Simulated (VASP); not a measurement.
Consider the following.

```yaml
crystal:
  lattice:
    - [1.62370, -2.85348, 0.00000]
    - [1.62370, 2.85348, 0.00000]
    - [0.00000, 0.00000, 5.17442]
  atoms:
    - { symbol: Sc, position: [0.33333, 0.66667, 0.25000] }
    - { symbol: Sc, position: [0.67801, 0.34468, 0.75000] }
```

The numbers are results of PBE GGA, VASP's PBE PAW potentials (set 64) (plane waves; VASP 6.6.1), not measurements. Run with 400 eV cut-off, 12×12×7 Monkhorst-Pack mesh, first-order Methfessel-Paxton smearing of 0.10 eV, potentials Sc_sv.

Q: Which forces act on the atoms, in eV/Å?

A: 
```
atom      Fx      Fy     Fz
----  ------  ------  -----
Sc1    0.049  -0.026  0.000
Sc2   -0.049   0.026  0.000
```

Q: Give the stress tensor in GPa (positive for a compressed cell).

A: 
```
 2.65  -0.19   0.00
-0.19   1.49   0.00
 0.00   0.00   0.48
```
The pressure is its mean diagonal, 1.54 GPa.

The compound is Sc in the hcp structure. The cell was not relaxed at this level, atoms are displaced from their ideal sites. The run is one of a series of settings (KPOINTS 12×12×7 Monkhorst-Pack mesh against the base run), some of them coarse on purpose.
